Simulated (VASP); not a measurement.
A convergence study with VASP on TlCl (CsCl type): a few settings are varied, all else stays as given below, so the limit is that of these other settings. The cell's lengths are 1 % over those of the tabulated start and one atom is moved, so it is off equilibrium.

```xyz
2
Lattice="3.8784 0.0000 0.0000 0.0000 3.8784 0.0000 0.0000 0.0000 3.8784" Properties=species:S:1:pos:R:3 pbc="T T T"
Tl     0.0000     0.0000     0.0000
Cl     1.9998     1.9392     1.9392
```

The numbers are results of PBE GGA, VASP's PBE PAW potentials (set 64) (plane waves; VASP 6.6.1), not measurements. The last row used: 900 eV cut-off, 6×6×6 Γ-centred mesh, Gaussian smearing of 0.050 eV, potentials Tl_d Cl_h.

Unless said otherwise, spin-orbit coupling is left out, though it shifts the bands of the heavy elements here. Gaps are read on the run's mesh, which can miss a band edge. Energies of different potentials or hybrids have different zeros.

```json
[
 {"setting": "ENCUT = 300, POTCAR Tl_d Cl", "E (eV/atom)": "-3.0082", "pressure (GPa)": "-0.07", "gap on the mesh (eV)": "2.165", "plane waves": "739"},
 {"setting": "ENCUT = 400, POTCAR Tl_d Cl", "E (eV/atom)": "-3.0071", "pressure (GPa)": "0.31", "gap on the mesh (eV)": "2.165", "plane waves": "1080"},
 {"setting": "ENCUT = 520, POTCAR Tl_d Cl", "E (eV/atom)": "-3.0070", "pressure (GPa)": "[?]", "gap on the mesh (eV)": "2.166", "plane waves": "1596"},
 {"setting": "ENCUT = 700, POTCAR Tl_d Cl", "E (eV/atom)": "-3.0072", "pressure (GPa)": "0.40", "gap on the mesh (eV)": "2.167", "plane waves": "2517"},
 {"setting": "ENCUT = 900, POTCAR Tl_d Cl", "E (eV/atom)": "-3.0071", "pressure (GPa)": "0.40", "gap on the mesh (eV)": "2.167", "plane waves": "3695"},
 {"setting": "ENCUT = 300, POTCAR Tl Cl", "E (eV/atom)": "-3.0325", "pressure (GPa)": "-0.33", "gap on the mesh (eV)": "2.162", "plane waves": "739"},
 {"setting": "ENCUT = 400, POTCAR Tl Cl", "E (eV/atom)": "-3.0327", "pressure (GPa)": "-0.19", "gap on the mesh (eV)": "2.163", "plane waves": "1080"},
 {"setting": "ENCUT = 520, POTCAR Tl Cl", "E (eV/atom)": "-3.0327", "pressure (GPa)": "-0.20", "gap on the mesh (eV)": "2.164", "plane waves": "1596"},
 {"setting": "ENCUT = 700, POTCAR Tl Cl", "E (eV/atom)": "-3.0327", "pressure (GPa)": "-0.17", "gap on the mesh (eV)": "2.164", "plane waves": "2517"},
 {"setting": "ENCUT = 900, POTCAR Tl Cl", "E (eV/atom)": "-3.0327", "pressure (GPa)": "-0.17", "gap on the mesh (eV)": "2.164", "plane waves": "3695"},
 {"setting": "ENCUT = 300, POTCAR Tl_d Cl_h", "E (eV/atom)": "-3.0177", "pressure (GPa)": "-1.62", "gap on the mesh (eV)": "2.153", "plane waves": "739"},
 {"setting": "ENCUT = 400, POTCAR Tl_d Cl_h", "E (eV/atom)": "-3.0070", "pressure (GPa)": "-0.11", "gap on the mesh (eV)": "2.164", "plane waves": "1080"},
 {"setting": "ENCUT = 520, POTCAR Tl_d Cl_h", "E (eV/atom)": "-3.0074", "pressure (GPa)": "0.31", "gap on the mesh (eV)": "2.166", "plane waves": "1596"},
 {"setting": "ENCUT = 700, POTCAR Tl_d Cl_h", "E (eV/atom)": "-3.0076", "pressure (GPa)": "0.39", "gap on the mesh (eV)": "2.165", "plane waves": "2517"},
 {"setting": "ENCUT = 900, POTCAR Tl_d Cl_h", "E (eV/atom)": "-3.0074", "pressure (GPa)": "0.39", "gap on the mesh (eV)": "2.166", "plane waves": "3695"}
]
```

Fill in the missing entries.

- ENCUT = 520, POTCAR Tl_d Cl, pressure (GPa): 0.33

Left out are rungs that failed or repeat a setting and relaxations that didn't move; long series are thinned to 24 rows.

The compound is TlCl in the CsCl type structure. The cell was not relaxed at this level, it is distorted from the ideal structure.
